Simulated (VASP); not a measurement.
Consider the following.

```
CELL_PARAMETERS angstrom
      0.00000     3.28212     3.28212
      3.28212     0.00000     3.28212
      3.28212     3.28212     0.00000
ATOMIC_POSITIONS crystal
  Cd 0.01129 0.99561 0.99233
  Te 0.23871 0.25439 0.25767
```

Level of theory: HSE06 screened hybrid, VASP's PBE PAW potentials (set 64) (plane waves; VASP 6.6.1). Run with 300 eV cut-off, 3×3×3 Γ-centred mesh, Fermi-Dirac smearing of 0.010 eV, potentials Cd Te.

Unless said otherwise, spin-orbit coupling is left out, though it shifts the bands of the heavy elements here.

Question: Estimate the energy per atom (σ→0), band gap (on the k-mesh) with the smallest direct gap where there is one.

Answer: 
```yaml
band gap (on the k-mesh): 1.41 eV
smallest direct gap (on the k-mesh): 1.41 eV
energy per atom (σ→0): -2.910 eV/atom
```

Total energies compare only between runs with the same potentials, cut-off and functional.

The structure comes from a computed database's CdTe entry; how it stands against other phases isn't given here. The cell was not relaxed at this level, atoms are displaced from their ideal sites. The k-mesh is coarse (spacing up to 0.55 per Å, 2π included), so the numbers may not be converged in it.
